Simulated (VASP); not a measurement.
Given:

```yaml
crystal:
  lattice:
    - [0.00000, 2.84939, 2.84939]
    - [2.84939, 0.00000, 2.84939]
    - [2.84939, 2.84939, 0.00000]
  atoms:
    - { symbol: Na, position: [0.00000, 0.00000, 0.00000] }
    - { symbol: Cl, position: [0.50000, 0.50000, 0.50000] }
```

These are TPSS meta-GGA, VASP's PBE PAW potentials (set 64) (plane waves; VASP 6.6.1) values and carry that method's errors. Numerical set-up: 520 eV cut-off, 9×9×9 Γ-centred mesh, tetrahedra with Blöchl corrections, potentials Na_pv Cl.

### Question
Predict the energy per atom (σ→0), band gap (over mesh and band path) with the smallest direct gap where there is one.

### Answer

- band gap (over mesh and band path) = 5.35 eV
- smallest direct gap (over mesh and band path) = 5.35 eV
- energy per atom (σ→0) = -7.949 eV/atom

Total energies compare only between runs with the same potentials, cut-off and functional.

The compound is NaCl in the rock salt structure. It was relaxed first.
